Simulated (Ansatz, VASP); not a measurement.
# TiTe2: VASP beside Ansatz, part 2 of 2

One calculation is typed for both programs; each brings its own data sets. How far apart do they land? The cell is taken from a series of runs on this material, whose earlier steps may have relaxed, scaled, displaced or heated it; both programs get it as it stands.

VASP 6.6.1 and Ansatz 0.2.0.

So far: Starting point; VASP: zone-centre phonons, PBE with D3(BJ).

**3. Ansatz: zone-centre phonons, PBE with D3(BJ)**

Level of this step: Ansatz beside VASP: Kohn-Sham DFT, plane waves, PBE with D3(BJ) (Ansatz).

Ansatz runs on its PAW soft_1 files.

The same cell, functional, mesh and smearing now go to Ansatz, which takes its cutoff from its data sets.

input.yaml reads:

```yaml
crystal:
  lattice:
    - [3.6969338534, 0.0, 0.0]
    - [-1.8484669267, 3.2016386331, 0.0]
    - [0.0, 0.0, 6.3856959846]
  atoms:
    - { symbol: Ti, position: [0.0, 0.0, 0.0] }
    - { symbol: Te, position: [0.6666666667, 0.3333333333, 0.2710386861] }
    - { symbol: Te, position: [0.3333333333, 0.6666666667, 0.7289613139] }
kpoints:
  mp_grid: { grid: [15, 15, 8] }
hamiltonian:
  xc: pbe
  dispersion: d3bj
  pseudopotentials: { kind: paw, azcp: { folder: soft_1 } }
scf:
  occupations: { method: methfessel_paxton, width: 0.2 }
output:
  eigenvalues: true
phonons:
  method: dfpt
```

Started as:

```bash
> ansatz run input.yaml --threads 4 --pin off --max-ram 8192MiB --backend cpu --events-out ev --progress --plain --runs-dir out
```

Numbers of over 12 decimals in the logs are rounded to 6 here.

The log of the run:

```text
Engine: ansatz 0.2.0, x86_64-unknown-linux-gnu
Pseudopotentials: kind: paw
Pseudopotential: Ti, paw, valence charge 12, recommended cutoff 420 eV (normal), soft_1/Ti.paw.azcp
Pseudopotential: Te, paw, valence charge 16, recommended cutoff 420 eV (normal), soft_1/Te.paw.azcp
Functional definition: PBE
  parameter kappa = 0.804
  parameter beta = 0.066725
  exchange = pbe_x(kappa = kappa, mu = beta*pi^2/3)
  correlation = pbe_c(beta = beta)
Crystal: 3 atoms, lattice volume = 75.583 Å³
Basis set: ecut = 420 eV, 1485 PW (Γ), exchange–correlation on 50×50×90 points (8 copies of the dense FFT grid, shifted against one another)
Bands: 27, of which v1, the nominal top of the filled ones, is band 22 counted from 1 (21 counted from 0)
Symmetry: 12 space group operations
k-points: 488 of 1800 (irreducible under 2 space group operations, time reversal used)
Non-local potential: Ti, projectors of the file, l = 0: 3, l = 1: 2, l = 2: 3, l = 3: 1
Non-local potential: Te, projectors of the file, l = 0: 2, l = 1: 2, l = 2: 2, l = 3: 1
PAW form: soft (Blöchl's): semilocal exchange-correlation on the pseudo side does not see the compensation charge
PAW one-centre angular grid: Ti, 590 points (default); XC on 64 Gauss nodes
PAW one-centre angular grid: Te, 590 points (default); XC on 64 Gauss nodes
Initial density: superposition of atomic densities (chi_scale 0.1, normalization cell, long waves kept (reshape's long-wave potential 0.05 eV rms))
Initial wavefunctions: pseudopotential atomic-orbital guess
Functional: x = pbe(κ = 0.804, μ = 0.219515), c = pbe(β = 0.066725)
SCF iter   1: F=—  HF=-16466.799793 eV  |F-HF|=—  |Δ(HF+E_count)|=         —  Δρ=1.42e-1  dr2=4.52e1  ethr=3.10e-3  ⟨swp⟩=5.5  Hψ=55046  notcnv=0
preconditioner: auto → Kerker (q_TF=auto, 2.493 Å⁻¹)  [metal: Δε(μ)=0.011 eV  Ē_g=5.730 eV  σ=0.200 eV  W_gap=0.05  n_scr=22 (ndim 8)  ℏωp=17.1 eV  f_vac=0.000  D(μ)=1.72/eV (n_scr^D=10)]
SCF iter   2: F=—  HF=-16464.716688 eV  |F-HF|=—  |Δ(HF+E_count)|=    2.08e0  S|Δr|=    0.00e0  Δρ=7.68e-2  dr2=1.58e1  ethr=3.10e-3  ⟨swp⟩=2.8  Hψ=19663  notcnv=0  defer=28
SCF iter   3: F=—  HF=-16463.432395 eV  |F-HF|=—  |Δ(HF+E_count)|=    1.28e0  S|Δr|=    0.00e0  Δρ=1.58e-2  dr2=7.48e-1  ethr=3.10e-3  ⟨swp⟩=3.0  Hψ=19523  notcnv=0  defer=28
SCF iter   4: F=—  HF=-16463.371864 eV  |F-HF|=—  |Δ(HF+E_count)|=   6.05e-2  S|Δr|=    0.00e0  Δρ=3.96e-3  dr2=2.58e-2  ethr=1.70e-3  ⟨swp⟩=1.8  Hψ=17113  notcnv=0
SCF iter   5: F=—  HF=-16463.371601 eV  |F-HF|=—  |Δ(HF+E_count)|=   2.63e-4  S|Δr|=    0.00e0  Δρ=1.71e-3  dr2=3.83e-3  ethr=5.85e-5  ⟨swp⟩=2.0  Hψ=16197  notcnv=0
SCF iter   6: F=—  HF=-16463.371970 eV  |F-HF|=—  |Δ(HF+E_count)|=   3.69e-4  S|Δr|=    0.00e0  Δρ=6.65e-4  dr2=4.61e-4  ethr=8.70e-6  ⟨swp⟩=2.0  Hψ=17033  notcnv=0
SCF iter   7: F=—  HF=-16463.372025 eV  |F-HF|=—  |Δ(HF+E_count)|=   5.51e-5  S|Δr|=    0.00e0  Δρ=3.29e-4  dr2=1.27e-4  ethr=1.05e-6  ⟨swp⟩=2.4  Hψ=19403  notcnv=0
SCF iter   8: F=—  HF=-16463.372030 eV  |F-HF|=—  |Δ(HF+E_count)|=   4.26e-6  S|Δr|=    0.00e0  Δρ=1.06e-4  dr2=1.34e-5  ethr=2.90e-7  ⟨swp⟩=2.5  Hψ=19247  notcnv=0
SCF iter   9: F=—  HF=-16463.372027 eV  |F-HF|=—  |Δ(HF+E_count)|=   2.29e-6  S|Δr|=    0.00e0  Δρ=2.33e-5  dr2=3.47e-7  ethr=3.04e-8  ⟨swp⟩=2.9  Hψ=25001  notcnv=0
SCF iter  10: F=—  HF=-16463.372028 eV  |F-HF|=—  |Δ(HF+E_count)|=   1.03e-6  S|Δr|=    0.00e0  Δρ=6.39e-6  dr2=4.26e-8  ethr=7.89e-10  ⟨swp⟩=2.6  Hψ=22613  notcnv=0
SCF iter  11: F=—  HF=-16463.372028 eV  |F-HF|=—  |Δ(HF+E_count)|=   8.60e-9  S|Δr|=    0.00e0  Δρ=2.42e-6  dr2=6.23e-9  ethr=9.69e-11  ⟨swp⟩=2.4  Hψ=17570  notcnv=0
SCF iter  12: F=—  HF=-16463.372028 eV  |F-HF|=—  |Δ(HF+E_count)|=   1.29e-9  S|Δr|=    0.00e0  Δρ=5.74e-7  dr2=3.74e-10  ethr=1.42e-11  ⟨swp⟩=2.0  Hψ=16980  notcnv=0
SCF iter  13: F=—  HF=-16463.372028 eV  |F-HF|=—  |Δ(HF+E_count)|=  5.09e-11  S|Δr|=    0.00e0  Δρ=1.56e-7  dr2=2.24e-11  ethr=1.00e-12  ⟨swp⟩=2.2  Hψ=16596  notcnv=0
SCF iter  14: F=-16463.372028 eV  HF=-16463.372028 eV  |F-HF|=7.28e-12  |Δ(HF+E_count)|=  1.46e-11  S|Δr|=    0.00e0  Δρ=4.45e-8  dr2=1.86e-12  ethr=1.00e-12  ⟨swp⟩=6.0  Hψ=55699  notcnv=0
SCF 1 converged in 14 iterations: F = -16463.372028 eV  dr2 = 1.86e-12
  greatest PAW one-centre occupation: 0.999 electrons in one spin orbital (limit 2), on the Ti atom at site 0 (counted from 0), in its partial waves of l = 0
DFPT response loops at Γ: preconditioner auto → Kerker (q_TF=auto, 2.493 Å⁻¹) (partly filled bands, converged f_vac=0.006); β = 1.00, the filter's whole step (`scf.mixing.beta` (0.50) is not read by the response loops under this deck's `scf.mixing.preconditioner`; to damp them name `kerker` or `kerker_dos`, under which they read `scf.mixing.beta`, and type it under 1.00, their step now; both keys bind the ground state too); Broyden in place of MSR1
SCF converged after 14 iterations
Stability not checked: this state was not tested for a lower state beside it, because cold or Methfessel-Paxton smearing, or corrected tetrahedra, fill the levels in a way that the test cannot read (fill_not_monotonic; see scf.lower_state_search)
Free energy (F): -16463.372028 eV
Harris-Foulkes:  -16463.372028 eV  (|F-HF|=7.28e-12)
Internal energy: -16463.373268 eV  (E = F + TS)
E sigma→0 (E₀):  -16463.372338 eV
Entropy (-TS):   0.001240 eV (0.413 meV/atom)
Fermi energy:    11.246838 eV
--- Per-component energies (eV) ---
  E_band       = -629.822073
  E_kinetic    = 626.382782
  E_local      = -4006.656092  (includes V_loc(G=0)·N_el)
  E_nonlocal   = 193.745674
  E_hartree    = 1937.430499
  E_xc         = -361.750794
  E_vxc        = -350.346378  (∫ρ·V_xc dr)
  E_paw        = -10385.964221  (= ΣΔE_a)
  E_vpaw       = -967.809174  (= ΣTr[D̂ρ^β])
  E_aug_tail   = 0.000101  (compensation charges beyond the density's cutoff)
  E_ewald      = -4464.993873
  E_disp       = -1.567344  (pairwise vdW)
  E_smearing   = 0.001240  (= −TS)
  E_closure    = 0.000000  (closes the sum)
  Σ components = -16463.372028   (vs F -16463.372028, Δ=0.00e0)
--- Band table (eV; the first three rows and the last of 488) ---
  k-point 0: bands = [... 18 lower, 9.6213, 11.4696, 11.6737, 11.6737, 11.9245, 12.5038, 12.5038, 14.3251, ... 1 higher]
  k-point 1: bands = [... 18 lower, 9.6343, 10.9895, 11.6714, 11.6714, 12.1021, 12.4314, 12.4314, 14.4153, ... 1 higher]
  k-point 2: bands = [... 18 lower, 9.6668, 10.0997, 11.6663, 11.6663, 12.2364, 12.2738, 12.2738, 14.6187, ... 1 higher]
  k-point 487: bands = [... 18 lower, 8.0659, 8.5038, 9.0872, 9.7727, 11.9109, 12.6872, 12.8251, 13.2412, ... 1 higher]
--- Phonons (Γ-DFPT): 4 representative perturbations + reference, on 488 of 1800 k-points (Σ response iterations 14) ---
  k mesh reduced under 2 symmetry operations, with k and −k counted as one. Each operation leaves every solved perturbation unchanged. A smaller set is not used because it would not reduce the number of displacements times k-points to solve
  ASR residual: 1.292e-5 → 0.000e0 eV/Å²; symmetrization residual: 6.927e-6 eV/Å²
  pairwise dispersion correction: d3bj (s6 = 1.0, s8 = 0.7875, a1 = 0.4289, a2_bohr = 4.4407), with the weights of each atom's references fixed at the reference crystal's, and the forces and stress that the weights' published response gives there kept as a pressure on the atom's counted neighbours (hamiltonian.dispersion)
  ASR residual per site (eV/Å²): 1.29e-5 1.04e-5 1.04e-5
  Γ frequencies (cm⁻¹): 0.00 0.00 0.00 101.94 101.94 150.68 188.09 188.09 282.33
  non-analytic LO–TO correction: not included (Born effective charges unavailable; polar crystals: no LO–TO splitting at Γ)
```

**4. Differences**

Known differences besides the potentials themselves: the data sets hold 44 valence electrons in Ansatz (on its PAW soft_1 files) and 24 in VASP; the cutoff is 420 eV in Ansatz and 500 eV in VASP; Ansatz takes the dispersion share of the force constants at frozen C6 weights, VASP differentiates the full forces; VASP uses finite displacements, Ansatz perturbation theory. Total energies have different zeros and are not compared.

Compared:

```
                  quantity  Ansatz   VASP  difference
optical mode 1 to 2 (cm⁻¹)   101.9  101.9     +0.02 %
     optical mode 3 (cm⁻¹)   150.7  150.5     +0.10 %
optical mode 4 to 5 (cm⁻¹)   188.1  188.7     -0.30 %
     optical mode 6 (cm⁻¹)   282.3  282.5     -0.07 %
```

Modes are paired by rising frequency, not by their patterns, so a pair may set unlike modes beside each other; they are those without the splitting of longitudinal modes.

**5. What came out**

- r.m.s. difference of the optical zone-centre modes, each program's sorted by frequency (zone-centre phonons, PBE with D3(BJ)): 0.34 cm⁻¹

The r.m.s. difference of the optical zone-centre modes, each program's sorted by frequency is 0.34 cm⁻¹ (zone-centre phonons, PBE with D3(BJ)). The data sets hold unlike numbers of valence electrons (44 in Ansatz and 24 in VASP), so part of the differences comes from the potentials. Such differences can come from data sets, numerical settings and the points named under the comparisons, not from the functional's error against experiment.

[Lines on the potential files, build, host, timing and source positions are cut from VASP's logs without a mark.]

[Logs are printed without paths, hosts, clocks, repeated set-up lines and the standing remarks that a program may print on its own settings, such as how far it seeks lower states.]

[Hosts, paths, dates, database ids (printed as entryN), source tags and the programs' standing remarks are cut or masked in the printed files.]
